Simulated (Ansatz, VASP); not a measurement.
# GaBiN2: VASP beside Ansatz

Aim: how closely do two programs agree when they are given the same cell, functional and k mesh? The cell is invented: As first built, before any earlier steps moved the atoms (in the runner's words): it takes the InGaN2 structure with some of its atoms replaced by other elements, volume scaled by an estimate. It may not be a known or stable phase. The cell is taken from a series of VASP runs on this material, whose earlier steps may have relaxed, scaled or displaced it; both programs get it as it stands.

Program: Ansatz 0.2.0. Level of theory: plane waves, with VASP 6.6.1 beside it; relaxation of cell and atoms at BLYP with D3(BJ). Results are calculated unless marked as measured.

### 1. Set-up

The structure is trigonal, space group P3m1 (No. 156). The conventional cell has a = 3.373 Å, b = 3.373 Å, c = 6.423 Å, α = 90.00°, β = 90.00°, γ = 120.00°. Nearest to Bi lie 4 N at 2.27 to 2.80 Å. Ga has 4 N at 1.99 to 2.03 Å nearest. Nearest to N lie 1 Ga at 2.03 Å and 3 Bi at 2.27 Å. N has 3 Ga at 1.99 Å and 1 Bi at 2.80 Å nearest. As first built, before any earlier steps moved the atoms (in the runner's words): sites of the InGaN2 structure (space group 156) filled with other elements, volume scaled by an estimate. Farther neighbours and most contacts between anions are not listed.

As a file:

```xyz
4
Lattice="3.3726 0.0000 0.0000 -1.6863 2.9208 0.0000 0.0000 0.0000 6.4233" Properties=species:S:1:pos:R:3 pbc="T T T"
Bi    0.0000    0.0000    6.4211
Ga    1.6863    0.9736    3.1937
N     1.6863    0.9736    1.1619
N     0.0000    0.0000    3.6217
```

### 2. VASP: relaxation of cell and atoms, BLYP with D3(BJ)

The relaxed volume is the usual yardstick between codes: its relative difference is about their pressure difference at one cell divided by the bulk modulus.

Lines of VASP's logs that name or quote its potential files are left out, and so is its time.

INCAR reads:

```
SYSTEM = GaBiN2
PREC = Accurate
ENCUT = 520
EDIFF = 1E-06
NELM = 100
ISMEAR = 0
SIGMA = 0.05
LREAL = .FALSE.
ALGO = Normal
GGA = B5
ALDAX = 1
AGGAX = 1
AGGAC = 1
ALDAC = 0
IVDW = 12
VDW_S6 = 1
VDW_S8 = 2.6996
VDW_A1 = 0.4298
VDW_A2 = 4.2359
NBANDS = 25
LORBIT = 11
LWAVE = .FALSE.
LCHARG = .FALSE.
KPAR = 2
IBRION = 2
NSW = 60
ISIF = 3
EDIFFG = -0.01
```

POSCAR reads:

```
GaBiN2
1.0
    3.3725979139     -0.0000000103      0.0000000000
   -1.6862984697      2.9207551446      0.0000000000
    0.0000000000      0.0000000000      6.4232831153
Bi Ga N
1 1 2
Direct
    0.0000000000      0.0000000000      0.9996638726
    0.6666666700      0.3333333300      0.4972013290
    0.6666666700      0.3333333300      0.1808877491
    0.0000000000      0.0000000000      0.5638460493
```

KPOINTS reads:

```
Automatic mesh
0
Gamma
9 9 4
0 0 0
```

Potentials, in the order of the species: Bi_d, Ga_d and N (PBE family, release 64).

Started as:

```bash
$ mpirun -np 2 vasp_std
```

Numbers of over 12 decimals in the logs are rounded to 6 here.

The log of the run:

```text
[banner, memory and clock lines left out]
running    2 mpi-ranks, on    1 nodes
 distrk:  each k-point on    1 cores,    2 groups
 distr:  one band on    1 cores,    1 groups

 POSCAR found type information on POSCAR BiGaN
 POSCAR found :  3 types and       4 ions
|                                                                             |
|               ----> ADVICE to this user running VASP <----                  |
|                                                                             |
|     You enforced a specific xc type in the INCAR file but a different       |
|     [... a line on the potential file left out ...]
|     I HOPE YOU KNOW WHAT YOU ARE DOING!                                     |
|                                                                             |

 LDA part: xc-table for (Slater(with rela. corr.)+VWN5), standard interpolation
 POSCAR, INCAR and KPOINTS ok, starting setup
 FFT: planning ... GRIDC
 FFT: planning ... GRID_SOFT
 FFT: planning ... GRID
 WAVECAR not read
 entering main loop
       N       E                     dE             d eps       ncg     rms          rms(c)
DAV:   1     0.373381717749E+03    0.37338E+03   -0.19474E+04  2175   0.227E+03
DAV:   2     0.200528030031E+02   -0.35333E+03   -0.34356E+03  2382   0.517E+02
DAV:   3    -0.242587863466E+02   -0.44312E+02   -0.43756E+02  2679   0.171E+02
DAV:   4    -0.260027844254E+02   -0.17440E+01   -0.17380E+01  2735   0.369E+01
DAV:   5    -0.260603715378E+02   -0.57587E-01   -0.57548E-01  3002   0.625E+00    0.133E+01
DAV:   6    -0.200492005377E+02    0.60112E+01   -0.38080E+01  3347   0.516E+01    0.511E+00
DAV:   7    -0.198942517754E+02    0.15495E+00   -0.34972E+00  2500   0.146E+01    0.293E+00
DAV:   8    -0.198693190732E+02    0.24933E-01   -0.38947E-01  2767   0.455E+00    0.146E+00
DAV:   9    -0.198481260587E+02    0.21193E-01   -0.12895E-01  2700   0.285E+00    0.354E-01
DAV:  10    -0.198486027267E+02   -0.47667E-03   -0.17449E-02  2559   0.112E+00    0.262E-01
DAV:  11    -0.198487985146E+02   -0.19579E-03   -0.31403E-03  3222   0.460E-01    0.720E-02
DAV:  12    -0.198488159601E+02   -0.17445E-04   -0.71409E-04  2437   0.245E-01    0.307E-02
DAV:  13    -0.198488255949E+02   -0.96348E-05   -0.72457E-05  2931   0.120E-01    0.878E-03
DAV:  14    -0.198488260472E+02   -0.45229E-06   -0.84472E-06  2886   0.439E-02
   1 F= -.22355455E+02 E0= -.22354869E+02  d E =-.223555E+02
[... from here on, the cycles between the ionic steps are left out ...]
   2 F= -.22357033E+02 E0= -.22356406E+02  d E =-.157859E-02
   3 F= -.22357041E+02 E0= -.22356415E+02  d E =-.158596E-02
   4 F= -.22357733E+02 E0= -.22357080E+02  d E =-.692473E-03
   5 F= -.22357793E+02 E0= -.22357133E+02  d E =-.752496E-03
   6 F= -.22357795E+02 E0= -.22357134E+02  d E =-.754385E-03
   7 F= -.22358016E+02 E0= -.22357347E+02  d E =-.220635E-03
   8 F= -.22358078E+02 E0= -.22357405E+02  d E =-.283055E-03
   9 F= -.22358162E+02 E0= -.22357488E+02  d E =-.837375E-04
 trial-energy change:   -0.000084  1 .order   -0.000077   -0.000109   -0.000045
 step:   1.7140(harm=  2.1270)  dis= 0.00210  next Energy=   -22.358171 (dE=-0.923E-04)
 bond charge predicted
       N       E                     dE             d eps       ncg     rms          rms(c)
DAV:   1    -0.198737695867E+02   -0.61008E-03   -0.61354E-03  2549   0.592E-01    0.276E-02
DAV:   2    -0.198737626264E+02    0.69603E-05   -0.14772E-04  2818   0.139E-01    0.109E-02
DAV:   3    -0.198737599926E+02    0.26338E-05   -0.14387E-05  2949   0.497E-02    0.548E-03
DAV:   4    -0.198737593734E+02    0.61924E-06   -0.44344E-06  2142   0.195E-02
  10 F= -.22358177E+02 E0= -.22357504E+02  d E =-.991150E-04
 curvature:  -1.17 expect dE=-0.111E-04 dE for cont linesearch -0.326E-05
 trial: gam=-0.11367 g(F)=  0.662E-05 g(S)=  0.287E-05 ort = 0.185E-04 (trialstep = 0.134E+01)
 search vector abs. value=  0.686E-05
 reached required accuracy - stopping structural energy minimisation
```

Parts of OUTCAR (step 2):

```text
ion  position               nearest neighbor table
   1  0.000  0.000  1.000-   3 2.27   3 2.27   3 2.27   4 2.80
   2  0.667  0.333  0.497-   4 1.99   4 1.99   4 1.99   3 2.03
   3  0.667  0.333  0.181-   2 2.03   1 2.27   1 2.27   1 2.27
   4  0.000  0.000  0.564-   2 1.99   2 1.99   2 1.99   1 2.80

  LATTYP: Found a hexagonal cell.
 ALAT       =     3.3725979139
 C/A-ratio  =     1.9045505214

 Subroutine GETGRP returns: Found  6 space group operations
 (whereof  6 operations were pure point group operations)

The static configuration has the point symmetry C_3v.

 Found     43 irreducible k-points:

   k-points           NKPTS =     43   k-points in BZ     NKDIM =     43   number of bands    NBANDS=     25

   dimension x,y,z NGX =    28 NGY =   28 NGZ =   48
   dimension x,y,z NGXF=    56 NGYF=   56 NGZF=   96

   ENCUT  =  520.0 eV  38.22 Ry    6.18 a.u.   6.27  6.27 11.94*2*pi/ulx,y,z

   NELECT =      38.0000    total number of electrons

 k-points in reciprocal lattice and weights: Automatic mesh
   0.00000000  0.00000000  0.00000000       0.003
   0.11111111 -0.00000000  0.00000000       0.019
   0.22222222  0.00000000  0.00000000       0.019
   0.33333333 -0.00000000  0.00000000       0.019
   0.44444444  0.00000000  0.00000000       0.019
   0.11111111  0.11111111  0.00000000       0.019
   0.22222222  0.11111111  0.00000000       0.037
   0.33333333  0.11111111  0.00000000       0.037
   0.44444444  0.11111111  0.00000000       0.019
[...]
0.33333333  0.22222222  0.50000000       0.037
   0.33333333  0.33333333  0.50000000       0.006

 Edisp (eV)   -2.48500

 average (electrostatic) potential at core
       1-105.2016       2 -62.6701       3 -62.2607       4 -60.9859

 E-fermi :   6.7860

 k-point     1 :       0.0000    0.0000    0.0000
  band No.  band energies     occupation
    ...
     15       4.6120      2.00000
     16       4.6120      2.00000
     17       4.7985      2.00000
     18       5.9905      2.00000
     19       5.9905      2.00000
     20       8.4309      0.00000
     21       9.6782      0.00000
     22      12.1918      0.00000
     23      12.1918      0.00000
     24      15.2645      0.00000
    ...

 k-point     2 :       0.1111   -0.0000    0.0000
  band No.  band energies     occupation
    ...
     15       3.8645      2.00000
     16       4.4382      2.00000
     17       5.2776      2.00000
     18       5.5219      2.00000
     19       5.8329      2.00000
     20       8.7991      0.00000
     21      10.2271      0.00000
     22      11.0959      0.00000
     23      12.1079      0.00000
     24      14.8876      0.00000
    ...

 k-point     3 :       0.2222    0.0000    0.0000
  band No.  band energies     occupation
    ...
     15       2.8670      2.00000
     16       4.0233      2.00000
     17       4.9662      2.00000
     18       5.4588      2.00000
     19       5.5716      2.00000
     20       8.6380      0.00000
     21      10.1573      0.00000
     22      11.3766      0.00000
     23      11.8726      0.00000
     24      13.9828      0.00000
    ...

 Edisp (eV)   -2.48442

  Total      -0.00369    -0.00369    -0.01451    -0.00000     0.00000     0.00000
  in kB      -0.09251    -0.09251    -0.36417    -0.00000     0.00000     0.00000
  external pressure =       -0.18 kB  Pullay stress =        0.00 kB

  energy-cutoff  :      520.00
  volume of cell :       63.83
      direct lattice vectors                 reciprocal lattice vectors
     3.369501694 -0.000000011 -0.000000000     0.296779789  0.171345861 -0.000000000
    -1.684750360  2.918073740  0.000000000     0.000000001  0.342691820 -0.000000000
    -0.000000000  0.000000000  6.492144965     0.000000000 -0.000000000  0.154032297

 POSITION                                       TOTAL-FORCE (eV/Angst)
 -----------------------------------------------------------------------------------
      1.68475      2.91807      0.00851        -0.000000      0.000000      0.008512
      1.68475      0.97269      3.22492        -0.000000      0.000000      0.002254
      1.68475      0.97269      1.17790         0.000000     -0.000000     -0.006328
     -0.00000      0.00000      3.64932         0.000000     -0.000000     -0.004437
 -----------------------------------------------------------------------------------
    total drift:                               -0.000020      0.000005      0.000480

  FREE ENERGIE OF THE ION-ELECTRON SYSTEM (eV)
  ---------------------------------------------------
  free  energy   TOTEN  =       -22.3581773333 eV

  energy  without entropy=      -22.3568303036  energy(sigma->0) =      -22.35750382

 reached required accuracy - stopping structural energy minimisation

 total charge
# of ion       s       p       d       tot
------------------------------------------
    1        1.582   1.217   9.998  12.797
    2        0.781   0.771  10.122  11.673
    3        1.291   2.373   0.000   3.664
    4        1.240   2.411   0.000   3.651
--------------------------------------------------
tot          4.894   6.772  20.120  31.786

[... 3 further parts left out ...]
```

CONTCAR:

```
GaBiN2
   1.00000000000000
     3.3695016936604789   -0.0000000108045266   -0.0000000000000000
    -1.6847503604726821    2.9180737403883130    0.0000000000000000
    -0.0000000000000000    0.0000000000000001    6.4921449653963323
  Bi              Ga              N
     1     1     2
Direct
     1.0000000000000000    1.0000000000000000    0.0013104199326029
     0.6666666699999979    0.3333333300000021    0.4967410997256015
     0.6666666699999979    0.3333333300000021    0.1814348056268320
     0.0000000000000000    0.0000000000000000    0.5621126747149645
```

The run keeps the 6 symmetry operations of its start, so it cannot find a distortion of lower symmetry.

(Part 1 of 2 ends here.)

[Lines on the potential files, build, host, timing and source positions are cut from VASP's logs without a mark.]

[Logs are printed without paths, hosts, clocks, repeated set-up lines and the standing remarks that a program may print on its own settings, such as how far it seeks lower states.]

[Hosts, paths, dates, database ids (printed as entryN), source tags and the programs' standing remarks are cut or masked in the printed files.]
